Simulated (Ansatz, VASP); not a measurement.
# HfTeSe: VASP beside Ansatz

One calculation is typed for both programs; each brings its own data sets. How far apart do they land? Of the first pair: The cell is taken from a series of runs on this material, whose earlier steps may have relaxed, scaled, displaced or heated it; both programs get it as it stands.

Calculated with Ansatz 0.2.0; plane waves, with VASP 6.6.1 beside it; single point at PBEsol.

## Step 1: Starting point

The cell holds 3 atoms: 1 Hf, 1 Se and 1 Te. Its edges and angles: a = 3.720 Å, b = 3.720 Å, c = 20.000 Å, α = 90.0°, β = 90.0°, γ = 120.0°. Vacuum lies along c.

## Step 2: Ansatz: single point, PBEsol, pair 1

Ansatz runs on its PAW soft_1 files.

A single point gives forces, pressure and levels at one fixed geometry, so differences don't come from the geometry; what else differs is listed under the comparison.

File input.yaml:

```yaml
crystal:
  lattice:
    - [3.72, 0.0, 0.0]
    - [-1.86, 3.22161, 0.0]
    - [0.0, 0.0, 20.0]
  atoms:
    - { symbol: Hf, position: [0.0, 0.0, 0.5] }
    - { symbol: Se, position: [0.333333, 0.666667, 0.575] }
    - { symbol: Te, position: [0.666667, 0.333333, 0.42] }
  periodic: [true, true, false]
kpoints:
  mp_grid: { grid: [6, 6, 1] }
hamiltonian:
  xc: pbesol
  pseudopotentials: { kind: paw, azcp: { folder: soft_1 }, xc_functional: pbe }
scf:
  occupations: { method: gaussian, width: 0.1 }
output:
  forces: true
  stress: true
  eigenvalues: true
```

The run is started by

```bash
> ansatz run input.yaml --threads 4 --pin off --max-ram 16384MiB --backend cpu --events-out ev --progress --plain --runs-dir out
```

Numbers of over 12 decimals in the logs are rounded to 6 here.

Output:

```text
Warning: crystal.periodic: the lattice vector that does not repeat stood 0.000° off the slab's normal, 20.000 Å along it as the deck builds it. The run solves the slab on a vector along the normal, 30.000 Å long, with every atom where it was (on the deck's vector they left 16.90 Å outside them, and the widest stretch free of ions among them is 1.60 Å). A fractional position that the run reports is one of the run's ce [...]
Warning: the atoms were moved onto the symmetric positions of the space group found under crystal.symmetry.tolerance 1.0e-5 (fractional; no operation is sought that the atoms, as they stand in a round, miss by more than twice it, and no atom is moved by as much as it), and the run uses the moved positions. Before a round's move an operation carried an atom to 3.72e-6 Å from where it should land, the largest such dist [...]
crystal.periodic: the lattice vector that does not repeat stood 0.000° off the slab's normal, 20.000 Å along it as the deck builds it. The run solves the slab on a vector along the normal, 30.000 Å long, with every atom where it was (on the deck's vector they left 16.90 Å outside them, and the widest stretch free of ions among them is 1.60 Å). A fractional position that the run reports is one of the run's cell, which [...]
Engine: ansatz 0.2.0, x86_64-unknown-linux-gnu
Pseudopotentials: kind: paw
Pseudopotential: Hf, paw, valence charge 26, recommended cutoff 420 eV (normal), soft_1/Hf.paw.azcp
Pseudopotential: Se, paw, valence charge 16, recommended cutoff 420 eV (normal), soft_1/Se.paw.azcp
Pseudopotential: Te, paw, valence charge 16, recommended cutoff 420 eV (normal), soft_1/Te.paw.azcp
Functional definition: PBEsol
  exchange = pbesol_x
  correlation = pbesol_c
Crystal: 3 atoms, lattice volume = 359.532 Å³
Basis set: ecut = 420 eV, 7085 PW (Γ), exchange–correlation on 50×50×432 points (8 copies of the dense FFT grid, shifted against one another)
Bands: 35, of which v1, the nominal top of the filled ones, is band 29 counted from 1 (28 counted from 0)
Symmetry: 6 space group operations
Space group: P3m1 (ITA 156), of the structure as read, at distance tolerance 7.1e-5 Å
k-points: 7 of 36 (time reversal used)
Non-local potential: Hf, projectors of the file, l = 0: 3, l = 1: 2, l = 2: 2, l = 3: 3
Non-local potential: Se, projectors of the file, l = 0: 2, l = 1: 2, l = 2: 3, l = 3: 1
Non-local potential: Te, projectors of the file, l = 0: 2, l = 1: 2, l = 2: 2, l = 3: 1
PAW form: soft (Blöchl's): semilocal exchange-correlation on the pseudo side does not see the compensation charge
PAW frozen core: Hf, regenerated for the run's functional, and the local potential with it (the file was generated under x = pbe(κ = 0.804, μ = 0.219515), c = pbe(β = 0.066725))
PAW frozen core: Se, regenerated for the run's functional, and the local potential with it (the file was generated under x = pbe(κ = 0.804, μ = 0.219515), c = pbe(β = 0.066725))
PAW frozen core: Te, regenerated for the run's functional, and the local potential with it (the file was generated under x = pbe(κ = 0.804, μ = 0.219515), c = pbe(β = 0.066725))
PAW one-centre angular grid: Hf, 590 points (default); XC on 64 Gauss nodes
PAW one-centre angular grid: Se, 590 points (default); XC on 64 Gauss nodes
PAW one-centre angular grid: Te, 590 points (default); XC on 64 Gauss nodes
Initial density: superposition of atomic densities (neutral atoms: chi_scale 0, normalization atom)
Initial wavefunctions: pseudopotential atomic-orbital guess
Functional: x = pbesol(κ = 0.804, μ = 0.123457), c = pbesol(β = 0.046)
iter 1 solved again at ethr=2.57e-3 eV; its pass at ethr=3.10e-3 eV (dr2=1.49e0 eV) is discarded
SCF iter   1: F=—  HF=-27927.598309 eV  |F-HF|=—  |Δ(HF+E_count)|=         —  Δρ=1.56e-2  dr2=1.54e0  ethr=2.57e-3  ⟨swp⟩=1.0  Hψ=1800  notcnv=0
preconditioner: auto → LDOS  [insulator: Δε(μ)=0.183 eV  Ē_g=11.879 eV  σ=0.100 eV  W_gap=0.80  n_scr=48 (ndim 8)  ℏωp=10.7 eV  f_vac=0.766  D(μ)=0.67/eV (n_scr^D=4)  ε∞_Penn≈1.8  β→1.0]
SCF iter   2: F=—  HF=-27927.725165 eV  |F-HF|=—  |Δ(HF+E_count)|=   1.27e-1  Δρ=1.25e-2  dr2=2.02e0  ethr=2.57e-3  ⟨swp⟩=5.1  Hψ=726  notcnv=0  defer=7
SCF iter   3: F=—  HF=-27927.222637 eV  |F-HF|=—  |Δ(HF+E_count)|=   5.03e-1  Δρ=2.38e-3  dr2=2.40e-2  ethr=2.57e-3  ⟨swp⟩=4.6  Hψ=691  notcnv=0  defer=10
SCF iter   4: F=—  HF=-27927.218804 eV  |F-HF|=—  |Δ(HF+E_count)|=   3.83e-3  Δρ=1.04e-3  dr2=2.81e-3  ethr=4.15e-5  ⟨swp⟩=3.6  Hψ=581  notcnv=0  defer=10
SCF iter   5: F=—  HF=-27927.216317 eV  |F-HF|=—  |Δ(HF+E_count)|=   2.49e-3  Δρ=3.44e-4  dr2=3.66e-4  ethr=4.84e-6  ⟨swp⟩=3.3  Hψ=552  notcnv=0  defer=10
SCF iter   6: F=—  HF=-27927.216270 eV  |F-HF|=—  |Δ(HF+E_count)|=   4.73e-5  Δρ=1.10e-4  dr2=3.92e-5  ethr=6.30e-7  ⟨swp⟩=3.0  Hψ=552  notcnv=0  defer=10
SCF iter   7: F=—  HF=-27927.216359 eV  |F-HF|=—  |Δ(HF+E_count)|=   8.94e-5  Δρ=3.77e-5  dr2=7.32e-6  ethr=6.76e-8  ⟨swp⟩=3.0  Hψ=526  notcnv=0  defer=10
SCF iter   8: F=—  HF=-27927.216364 eV  |F-HF|=—  |Δ(HF+E_count)|=   4.74e-6  Δρ=1.06e-5  dr2=3.74e-7  ethr=1.26e-8  ⟨swp⟩=4.0  Hψ=535  notcnv=0  defer=10
SCF iter   9: F=-27927.216365 eV  HF=-27927.216365 eV  |F-HF|=5.14e-8  |Δ(HF+E_count)|=   1.20e-6  Δρ=3.14e-6  dr2=3.41e-8  ethr=1.72e-10  ⟨swp⟩=21.0  Hψ=1591  notcnv=0
SCF 1 converged in 9 iterations: F = -27927.216365 eV  dr2 = 3.41e-8
  greatest PAW one-centre occupation: 1.000 electrons in one spin orbital (limit 2), on the Se atom at site 1 (counted from 0), in its partial waves of l = 2
SCF converged after 9 iterations
Free energy (F): -27927.216365 eV
Harris-Foulkes:  -27927.216365 eV  (|F-HF|=5.14e-8)
Internal energy: -27927.209048 eV  (E = F + TS)
E sigma→0 (E₀):  -27927.212707 eV
Entropy (-TS):   -0.007317 eV (-2.439 meV/atom)
Fermi energy:    -4.841070 eV
--- Per-component energies (eV) ---
  E_band       = -1693.724044
  E_kinetic    = 698.972642
  E_local      = -165065.919676  (includes V_loc(G=0)·N_el)
  E_nonlocal   = -215.366635
  E_hartree    = 81996.076368
  E_xc         = -472.902219
  E_vxc        = -449.803502  (∫ρ·V_xc dr)
  E_paw        = -14259.733020  (= ΣΔE_a)
  E_vpaw       = -653.771030  (= ΣTr[D̂ρ^β])
  E_aug_tail   = -0.000198  (compensation charges beyond the density's cutoff)
  E_ewald      = 69389.029371
  E_core_change = 2.634319  (= ΣΔE_core)
  E_smearing   = -0.007317  (= −TS)
  E_closure    = -0.000000  (closes the sum)
  Σ components = -27927.216365   (vs F -27927.216365, Δ=0.00e0)
--- Forces (eV/Å), atoms counted from 1 ---
  atom   1  Hf    -0.00000000     0.00000000     2.60806067
  atom   2  Se    -0.00000000     0.00000000     0.68764075
  atom   3  Te     0.00000000    -0.00000000    -3.29576917
  max |Σ_I F_I| component: 6.77e-5 eV/Å
--- 2D stress c σ (N/m, compression-positive) ---
        6.268125       0.000000       0.000000
        0.000000       6.268125       0.000000
        0.000000       0.000000       0.000000
  P = ½ c Tr σ = 6.2681 N/m
--- Band table (eV; the first three rows and the last of 7) ---
  k-point 0: bands = [... 25 lower, -7.8906, -6.4526, -4.7135, -4.7135, -3.9899, -3.9899, -3.5007, -0.9493 (-0.9499°), ... 2 higher]
  k-point 1: bands = [... 25 lower, -7.7546, -6.8983, -5.9079, -5.7139, -4.1353, -2.9278, -2.7430, -1.0633 (-1.0633°), ... 2 higher]
  k-point 2: bands = [... 25 lower, -8.3575, -7.7051, -6.4069, -6.2582, -4.7178, -2.2731, -2.0700, -0.4608 (-0.4608°), ... 2 higher]
  k-point 6: bands = [... 25 lower, -9.1848, -7.6236, -7.5265, -7.2864, -3.2802, -2.4425, -2.3183, -0.6269, ... 2 higher]
  ° read free of the cell's end (the report's vacuum.weakly_bound_levels)
```

In the SCF lines HF is the Harris–Foulkes energy and dr2 the Hartree energy of the density residual, in eV; the loop may stop once dr2 is under the threshold and the program's other checks hold. Hψ counts applications of the Hamiltonian.

## Step 3: VASP: single point, PBEsol, pair 1

The same cell, functional, mesh and smearing now go to VASP, with its own data sets.

Lines of VASP's logs that name or quote its potential files are left out, and so is its time.

File INCAR:

```
SYSTEM = HfTeSe
PREC = Accurate
ENCUT = 400
EDIFF = 1E-06
NELM = 120
ISMEAR = 0
SIGMA = 0.1
LREAL = .FALSE.
ALGO = Normal
GGA = PS
NBANDS = 17
LASPH = .TRUE.
LORBIT = 11
LWAVE = .FALSE.
LCHARG = .FALSE.
ISIF = 2
LDIPOL = .TRUE.
IDIPOL = 3
DIPOL = 0.5 0.5 0.498
LVHAR = .TRUE.
GGA_COMPAT = .FALSE.
NELMDL = -8
KPAR = 2
```

File POSCAR:

```
HfTeSe
1.0
    3.7200000000      0.0000000000      0.0000000000
   -1.8600000000      3.2216100000      0.0000000000
    0.0000000000      0.0000000000     20.0000000000
Hf Se Te
1 1 1
Direct
    0.0000000000      0.0000000000      0.5000000000
    0.3333333333      0.6666666667      0.5750000000
    0.6666666667      0.3333333333      0.4200000000
```

File KPOINTS:

```
Automatic mesh
0
Gamma
6 6 1
0 0 0
```

Potentials, in the order of the species: Hf_pv, Se and Te (PBE family, release 64).

The run is started by

```bash
> mpirun -np 2 vasp_std
```

Output:

```text
[banner, memory and clock lines left out]
running    2 mpi-ranks, on    1 nodes
 distrk:  each k-point on    1 cores,    2 groups
 distr:  one band on    1 cores,    1 groups

 POSCAR found type information on POSCAR HfSeTe
 POSCAR found :  3 types and       3 ions
|                                                                             |
|               ----> ADVICE to this user running VASP <----                  |
|                                                                             |
|     You enforced a specific xc type in the INCAR file but a different       |
|     [... a line on the potential file left out ...]
|     I HOPE YOU KNOW WHAT YOU ARE DOING!                                     |
|                                                                             |

 LDA part: xc-table for (Slater+PW92), standard interpolation
 POSCAR, INCAR and KPOINTS ok, starting setup
 FFT: planning ... GRIDC
 FFT: planning ... GRID_SOFT
 FFT: planning ... GRID
 WAVECAR not read
 entering main loop
       N       E                     dE             d eps       ncg     rms          rms(c)
DAV:   1     0.922830104649E+02    0.92283E+02   -0.84053E+03   294   0.776E+02
DAV:   2    -0.132232016303E+02   -0.10551E+03   -0.10372E+03   318   0.165E+02
DAV:   3    -0.212790276430E+02   -0.80558E+01   -0.80295E+01   322   0.460E+01
DAV:   4    -0.214407500199E+02   -0.16172E+00   -0.16162E+00   388   0.716E+00
DAV:   5    -0.214415889479E+02   -0.83893E-03   -0.83870E-03   332   0.527E-01
DAV:   6    -0.214416259569E+02   -0.37009E-04   -0.37007E-04   388   0.874E-02
DAV:   7    -0.214416262206E+02   -0.26363E-06   -0.26374E-06   332   0.716E-03
DAV:   8    -0.214416262273E+02   -0.67582E-08   -0.64312E-08   275   0.106E-03    0.566E+01
DAV:   9    -0.206154807391E+02    0.82615E+00   -0.19316E+00   271   0.715E+00    0.376E+01
DAV:  10    -0.205255764192E+02    0.89904E-01   -0.11317E+00   304   0.596E+00    0.539E+00
DAV:  11    -0.204968460854E+02    0.28730E-01   -0.14237E-01   287   0.226E+00    0.142E+00
DAV:  12    -0.204948821084E+02    0.19640E-02   -0.16330E-02   322   0.740E-01    0.431E-01
DAV:  13    -0.204948131186E+02    0.68990E-04   -0.17142E-03   304   0.219E-01    0.194E-01
DAV:  14    -0.204947160451E+02    0.97074E-04   -0.46137E-04   329   0.104E-01    0.751E-02
[...]
DAV:  20    -0.204957217739E+02   -0.17187E-04   -0.65135E-07   254   0.431E-03    0.335E-03
DAV:  21    -0.204957410202E+02   -0.19246E-04   -0.10958E-06   225   0.369E-03    0.134E-03
DAV:  22    -0.204957454050E+02   -0.43848E-05   -0.25573E-06   251   0.352E-03    0.308E-03
DAV:  23    -0.204957606445E+02   -0.15240E-04   -0.63475E-07   242   0.201E-03    0.150E-03
DAV:  24    -0.204957680258E+02   -0.73812E-05   -0.31698E-07   252   0.129E-03    0.760E-04
DAV:  25    -0.204957717806E+02   -0.37549E-05   -0.11373E-07   244   0.763E-04    0.462E-04
DAV:  26    -0.204957731086E+02   -0.13280E-05   -0.40119E-08   236   0.440E-04    0.191E-04
DAV:  27    -0.204957734668E+02   -0.35815E-06   -0.94883E-09   218   0.260E-04
   1 F= -.20495773E+02 E0= -.20491916E+02  d E =-.771456E-02
```

From OUTCAR (step 3):

```text
ion  position               nearest neighbor table
   1  0.000  0.000  0.500-   2 2.62   2 2.62   2 2.62   3 2.68   3 2.68   3 2.68
   2  0.333  0.667  0.575-   1 2.62   1 2.62   1 2.62
   3  0.667  0.333  0.420-   1 2.68   1 2.68   1 2.68

  LATTYP: Found a hexagonal cell.
 ALAT       =     3.7200000000
 C/A-ratio  =     5.3763440860

 Subroutine GETGRP returns: Found  6 space group operations
 (whereof  6 operations were pure point group operations)

The static configuration has the point symmetry C_3v.

 Found      7 irreducible k-points:

   k-points           NKPTS =      7   k-points in BZ     NKDIM =      7   number of bands    NBANDS=     17

   dimension x,y,z NGX =    24 NGY =   24 NGZ =  140
   dimension x,y,z NGXF=    48 NGYF=   48 NGZF=  280

   ENCUT  =  400.0 eV  29.40 Ry    5.42 a.u.   6.07  6.07 32.61*2*pi/ulx,y,z

   NELECT =      22.0000    total number of electrons

 k-points in reciprocal lattice and weights: Automatic mesh
   0.00000000  0.00000000  0.00000000       0.028
   0.16666667  0.00000000  0.00000000       0.167
   0.33333333  0.00000000  0.00000000       0.167
   0.50000000  0.00000000  0.00000000       0.083
   0.16666667  0.16666667  0.00000000       0.167
   0.33333333  0.16666667  0.00000000       0.333
   0.33333333  0.33333333  0.00000000       0.056

 dipolmoment           0.000000      0.000000      0.027467 electrons x Angstroem

 average (electrostatic) potential at core
       1 -44.1985       2 -59.5953       3 -95.5311

 E-fermi :  -1.6276

 k-point     1 :       0.0000    0.0000    0.0000
  band No.  band energies     occupation
    ...
      5     -13.5984      2.00000
      6      -6.7968      2.00000
      7      -4.6788      2.00000
      8      -4.6788      2.00000
      9      -3.2616      2.00000
     10      -1.5168      0.11738
     11      -1.5168      0.11737
     12      -0.7806      0.00000
     13      -0.7806      0.00000
     14      -0.2853      0.00000
    ...

 k-point     2 :       0.1667    0.0000    0.0000
  band No.  band energies     occupation
    ...
      7      -5.4336      2.00000
      8      -4.5434      2.00000
      9      -3.6999      2.00000
     10      -2.6995      2.00000
     11      -2.5128      2.00000
     12      -0.9255      0.00000
     13       0.2802      0.00000
     14       0.4665      0.00000
     15       2.1537      0.00000
     16       3.0365      0.00000
    ...

 k-point     3 :       0.3333    0.0000    0.0000
  band No.  band energies     occupation
    ...
      7      -5.7997      2.00000
      8      -5.1451      2.00000
      9      -4.4916      2.00000
     10      -3.1908      2.00000
     11      -3.0573      2.00000
     12      -1.5055      0.08437
     13       0.9365      0.00000
     14       1.1396      0.00000
     15       2.7467      0.00000
     16       3.4236      0.00000
    ...

  Total        4.6765151      4.6765020      6.2559839      0.0000000      0.0000000      0.0000000
  in kB       31.2598596     31.2597722     41.8177156      0.0000000      0.0000000      0.0000000
  external PRESSURE =      34.7791158 kB  Pullay stress =       0.0000000 kB

  energy-cutoff  :      400.00
  volume of cell :      239.69
      direct lattice vectors                 reciprocal lattice vectors
     3.720000000  0.000000000  0.000000000     0.268817204  0.155201902  0.000000000
    -1.860000000  3.221610000  0.000000000     0.000000000  0.310403804  0.000000000
     0.000000000  0.000000000 20.000000000     0.000000000  0.000000000  0.050000000

 POSITION                                       TOTAL-FORCE (eV/Angst)
 -----------------------------------------------------------------------------------
      0.00000      0.00000     10.00000         0.000000      0.000000      2.626033
     -0.00000      2.14774     11.50000        -0.000000      0.000000      0.670978
      1.86000      1.07387      8.40000         0.000000     -0.000000     -3.297010
 -----------------------------------------------------------------------------------
    total drift:                                0.000000      0.000022     -0.000100

  FREE ENERGIE OF THE ION-ELECTRON SYSTEM (eV)
  ---------------------------------------------------
  free  energy   TOTEN  =       -20.4957734668 eV

  energy  without entropy=      -20.4880589071  energy(sigma->0) =      -20.49191619

 vacuum level on the upper side and lower side of the slab         3.421         3.006

 total charge
# of ion       s       p       d       tot
------------------------------------------
    1        0.329   6.558   1.659   8.546
    2        1.462   2.425   0.034   3.921
    3        1.374   2.172   0.050   3.596
--------------------------------------------------
tot          3.165  11.155   1.744  16.063

[... 3 further parts left out ...]
```

The run ends at a pressure of 3.48 GPa, with forces up to 3.3 eV/Å.

## Step 4: Comparison

Known differences besides the potentials themselves: Ansatz cuts the interaction across the vacuum, VASP repeats the sheet with a dipole correction; the data sets hold 58 valence electrons in Ansatz (on its PAW soft_1 files) and 22 in VASP; the cutoff is 420 eV in Ansatz and 400 eV in VASP; Ansatz makes its cores anew for this functional, VASP keeps those of its PBE data sets. Total energies have different zeros and are not compared.

Forces (eV/Å; atoms numbered as in POSCAR):

| atom | Ansatz x, y, z | VASP x, y, z |
| --- | --- | --- |
| Hf1 | 0.000, 0.000, 2.608 | 0.000, 0.000, 2.626 |
| Se2 | 0.000, 0.000, 0.688 | 0.000, 0.000, 0.671 |
| Te3 | 0.000, 0.000, -3.296 | 0.000, 0.000, -3.297 |

The forces differ by 8.2 meV/Å r.m.s., which is 0.6 % of the r.m.s. force of 1.423 eV/Å (both taken over all components). With vacuum in the cell, a pressure given here is an average over mostly empty space and none of the material.

## Step 5: Ansatz: relaxation, PBEsol

The two programs are compared at the cell with which this relaxation starts, whose forces are those of its first step.

The structure compared here is the start of the Ansatz relaxation; VASP solves that cell, so the two are compared at the walk's first step.

input.yaml, the sections that differ from step 2:

```yaml
crystal:
  lattice:
    - [3.8306221352, 0.0, 0.0]
    - [-1.9153110676, 3.3174160813, 0.0]
    - [0.0, 0.0, 30.0]
  atoms:
    - { symbol: Hf, position: [0.0, 0.0, 0.3364625827] }
    - { symbol: Se, position: [0.3333333333, 0.6666666667, 0.3858626261] }
    - { symbol: Te, position: [0.6666666667, 0.3333333333, 0.2743414579] }
  periodic: [true, true, false]
kpoints:
  mp_grid: { grid: [12, 12, 1] }
scf:
  occupations: { method: methfessel_paxton, width: 0.2 }
relax:
  adjacent_minimum: "off"
  f_tol: 0.001
  max_steps: 60
# hamiltonian, output: as in step 2
```

The run is started by

```bash
> ansatz run input.yaml --threads 4 --pin off --max-ram 16384MiB --backend cpu --events-out ev --progress --plain --runs-dir out
```

Output:

```text
[...]
--- Relaxed structure (5 steps of the walk, 4 accepted, 0 SCFs on fresh bases) ---
  F+E_penalty+E_count = -27927.72078625 eV   max|allowed force component| = 4.738e-6 eV/Å
  cell:  # Å, volume = 381.2330 Å³
    - [3.830622, 0.0, 0.0]
    - [-1.915311, 3.317416, 0.0]
    - [0.0, 0.0, 30.0]
  atoms:
    - { symbol: Hf, position: [0, 0, 0.336473] }
    - { symbol: Se, position: [0.333333, 0.666667, 0.385223] }
    - { symbol: Te, position: [0.666667, 0.333333, 0.274970] }
[key lines of the parts left out:]
SCF converged after 5 iterations
Free energy (F): -27927.720786 eV
Fermi energy:    -4.827922 eV
P = ½ c Tr σ = -0.5796 N/m
```

(Continued in part 2 of 2.)

[Lines on the potential files, build, host, timing and source positions are cut from VASP's logs without a mark.]

[Logs are printed without paths, hosts, clocks, repeated set-up lines and the standing remarks that a program may print on its own settings, such as how far it seeks lower states.]

[Hosts, paths, dates, database ids (printed as entryN), source tags and the programs' standing remarks are cut or masked in the printed files.]
